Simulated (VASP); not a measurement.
Wanted: the native input for a VASP 6.6.1 run.

| Item | Value |
| --- | --- |
| Task | core levels |
| Functional | LDA |
| Potentials or basis | VASP PAW LDA potentials, release 64 (Al) |
| Cutoff | 520 eV |
| k mesh | 7 × 7 × 7 |
| Occupations | methfessel-paxton, width 0.1 eV |
| Spin | no spin polarisation |
| Further INCAR settings | ALGO = Fast; EDIFF = 1e-06 |

The structure of Al lies in POSCAR:

```
Al
1.0
    0.0000000000      4.0496100000      4.0496100000
    4.0496100000      0.0000000000      4.0496100000
    4.0496100000      4.0496100000      0.0000000000
Al
8
Direct
    0.0000000000      0.0000000000      0.0000000000
    0.0000000000      0.0000000000      0.5000000000
    0.0000000000      0.5000000000      0.0000000000
    0.0000000000      0.5000000000      0.5000000000
    0.5000000000      0.0000000000      0.0000000000
    0.5000000000      0.0000000000      0.5000000000
    0.5000000000      0.5000000000      0.0000000000
    0.5000000000      0.5000000000      0.5000000000
```

One way to write it, as run:

INCAR

```
ALGO = Fast
EDIFF = 1E-6
ENCUT = 520
ICORELEVEL = 1
ISIF = 2
ISMEAR = 1
KPAR = 4
LASPH = T
LCHARG = F
LREAL = F
LWAVE = F
NELM = 80
PREC = Accurate
SIGMA = 0.1
```

KPOINTS

```
k-points
0
Gamma
  7 7 7
```

Potentials or basis: VASP PAW LDA potentials, release 64 (Al).

The run is started by

```console
$ cat potpaw_LDA.64/Al/POTCAR > POTCAR
$ mpirun -np 4 vasp_std > vasp.out
```

Results of the run:

```yaml
Pressure: -3.9 GPa
Band_gap_on_the_k_mesh: none (metal or under the smearing width)
```

Wall time 15 s on 4 MPI ranks on Intel(R) Xeon(R) Platinum 8559C (Emerald Rapids), with other jobs on the host, peak memory 0.23 GiB a rank.
